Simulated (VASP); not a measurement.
Computed with PBE GGA, VASP's PBE PAW potentials (set 64) (plane waves; VASP 6.6.1).

Input for VASP

File POSCAR:
```
CsI
1.0
  4.5700000000   0.0000000000   0.0000000000
  0.0000000000   4.5700000000   0.0000000000
  0.0000000000   0.0000000000   4.5700000000
Cs I
1 1
direct
  0.0027430000   0.0001390000   0.0077690000
  0.4972570000   0.4998610000   0.4922310000
```

### INCAR
```
ALGO = Normal
EDIFF = 1E-6
ENCUT = 300
GGA = PE
ISIF = 2
ISMEAR = -1
LASPH = .TRUE.
LCHARG = .FALSE.
LMAXMIX = 4
LREAL = .FALSE.
LWAVE = .FALSE.
NELM = 100
PREC = Accurate
SIGMA = 0.02
SYSTEM = CsI
```

File KPOINTS:
```
Automatic mesh
0
Gamma
4 4 4
0 0 0
```

POTCAR, in this order: Cs_sv I (PBE.64 set). Program: vasp_std.

Task: What will the output report for the number of irreducible k-points (NKPTS), largest plane-wave count, number of space-group operations, FFT grid (NGX, NGY, NGZ)?

Result: 
```
Quantity                                      Result
--------------------------------------  ------------
number of irreducible k-points (NKPTS)            36
largest plane-wave count                        1141
number of space-group operations                   1
FFT grid (NGX, NGY, NGZ)                28 × 28 × 28
```

The structure is a typed CsI crystal. The cell was not relaxed at this level, atoms are displaced from their ideal sites.
